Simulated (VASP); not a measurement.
A convergence study with VASP on CaO: one setting is varied, all else stays as given below, so the limit is that of these other settings.

```xyz
8
Lattice="3.4114 0.0000 0.0000 -3.4114 3.4114 0.0000 0.0000 0.0000 21.2366" Properties=species:S:1:pos:R:3 pbc="T T T"
Ca     0.0000     0.0000     9.4122
Ca    -1.7057     1.7057     7.0000
Ca     0.0000     0.0000    14.2366
Ca    -1.7057     1.7057    11.8244
O      0.0000     0.0000     7.0000
O     -1.7057     1.7057     9.4122
O      0.0000     0.0000    11.8244
O     -1.7057     1.7057    14.2366
```

All values below come from PBE GGA, VASP's PBE PAW potentials (set 64) (plane waves; VASP 6.6.1). The tightest run used: 800 eV cut-off, 9×9×1 Γ-centred mesh, Fermi-Dirac smearing of 0.020 eV, potentials Ca_sv O.

Gaps are read on the run's mesh, which can miss a band edge.

| setting | E (eV/atom) | gap on the mesh (eV) | plane waves |
|---|---|---|---|
| ENCUT = 200 | -6.4083 | 2.883 | 1622 |
| ENCUT = 240 | -6.4733 | 2.997 | 2108 |
| ENCUT = 280 | -6.3603 | 2.983 | 2693 |

Task: These are the cheaper rows. Estimate the results at ENCUT = 800, and how far the last row shown lies from them.

Result: 
| quantity | tightest run | last row shown is off by |
|---|---|---|
| E (eV/atom) | -6.2895 | -0.0709 |
| gap on the mesh (eV) | 2.911 | 0.073 |

Left out are rungs that failed or repeat a setting and relaxations that didn't move; long series are thinned to 24 rows.

The cell is a sheet or thin cut with vacuum, built from a generated structure.
